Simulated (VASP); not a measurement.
A convergence study with VASP on Na$_{2}$S (antifluorite): one setting is varied, all else stays as given below, so the limit is that of these other settings. Each run relaxes cell and ions from the cell shown.

```
Na2S
1.0
    0.00000     3.27000     3.27000
    3.27000     0.00000     3.27000
    3.27000     3.27000     0.00000
Na S
2 1
Cartesian
  1.63500   1.63500   1.63500
  4.90500   4.90500   4.90500
  0.00000   0.00000   0.00000
```

These are PBE GGA, VASP's PBE PAW potentials (set 64) (plane waves; VASP 6.6.1) values and carry that method's errors. The tightest run used: 550 eV cut-off, 10×10×10 Γ-centred mesh, Gaussian smearing of 0.050 eV, potentials Na_pv S.

Gaps are read on the run's mesh, which can miss a band edge.

```tsv
setting	relaxed volume (Å³/atom)	E (eV/atom)	gap on the mesh (eV)	irreducible k-points
2×2×2 mesh	24.251	-3.2235	2.271	3
3×3×3 mesh	23.715	-3.3159	2.417	4
4×4×4 mesh	23.659	-3.3242	2.436	8
```

**Question.** These are the cheaper rows. Estimate the results at 10×10×10 mesh, and how far the last row shown lies from them.

**Answer.** 
```json
[
 {"quantity": "relaxed volume (Å³/atom)", "tightest run": "23.652", "last row shown is off by": "0.007"},
 {"quantity": "E (eV/atom)", "tightest run": "-3.3254", "last row shown is off by": "0.0012"},
 {"quantity": "gap on the mesh (eV)", "tightest run": "2.439", "last row shown is off by": "-0.003"}
]
```

Left out are rungs that failed or repeat a setting and relaxations that didn't move; long series are thinned to 24 rows.

The compound is Na2S in the antifluorite structure.
